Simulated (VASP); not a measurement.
Here is the system:

```yaml
crystal:
  lattice:
    - [1.84092, -3.18857, 0.00000]
    - [1.84092, 3.18857, 0.00000]
    - [0.00000, 0.00000, 5.93487]
  atoms:
    - { symbol: Sn, position: [0.00000, 0.00000, 0.00000] }
    - { symbol: S, position: [0.33333, 0.66667, 0.24920] }
    - { symbol: S, position: [0.66667, 0.33333, 0.75080] }
```

The numbers are results of PBE GGA with D3 dispersion (zero damping), VASP's PBE PAW potentials (set 64) (plane waves; VASP), not measurements. Numerical set-up: 520 eV cut-off, Gaussian smearing of 0.050 eV, potentials Sn_d S.

Unless said otherwise, spin-orbit coupling is left out, though it shifts the bands of the heavy elements here.

Task: Give the energies of bands 8 to 16 at the high-symmetry points, in eV from the valence-band maximum.

Result: 
```json
[
 {"band": "8", "Γ": "-5.57", "M": "-6.77", "K": "-7.08", "A": "-4.60", "L": "-6.92", "H": "-7.00"},
 {"band": "9", "Γ": "-0.64", "M": "-4.24", "K": "-3.47", "A": "-1.82", "L": "-4.67", "H": "-3.95"},
 {"band": "10", "Γ": "-0.64", "M": "-2.64", "K": "-3.47", "A": "-0.72", "L": "-2.33", "H": "-3.95"},
 {"band": "11", "Γ": "-0.38", "M": "-2.48", "K": "-3.11", "A": "-0.72", "L": "-1.78", "H": "-3.46"},
 {"band": "12", "Γ": "-0.38", "M": "-0.98", "K": "-1.34", "A": "-0.25", "L": "-0.70", "H": "-0.35"},
 {"band": "13", "Γ": "-0.02", "M": "-0.30", "K": "-1.34", "A": "-0.25", "L": "-0.63", "H": "-0.35"},
 {"band": "14", "Γ": "1.78", "M": "1.65", "K": "1.98", "A": "2.93", "L": "1.42", "H": "2.92"},
 {"band": "15", "Γ": "3.61", "M": "4.45", "K": "6.86", "A": "3.66", "L": "4.68", "H": "5.35"},
 {"band": "16", "Γ": "5.36", "M": "5.98", "K": "6.86", "A": "5.12", "L": "5.56", "H": "5.35"}
]
```

The gap is indirect, 1.37 eV, from the valence maximum at K-Γ at 0.78 to the conduction minimum at L-M at 0.33.

Measured: gap 2.18 eV (computed value off by -0.81 eV), as given by Joseph M. Gonzalez et al., Physical Review B (2016), arXiv:1609.04381.

The compound is SnS2 in the 1T layered structure. It was relaxed first.
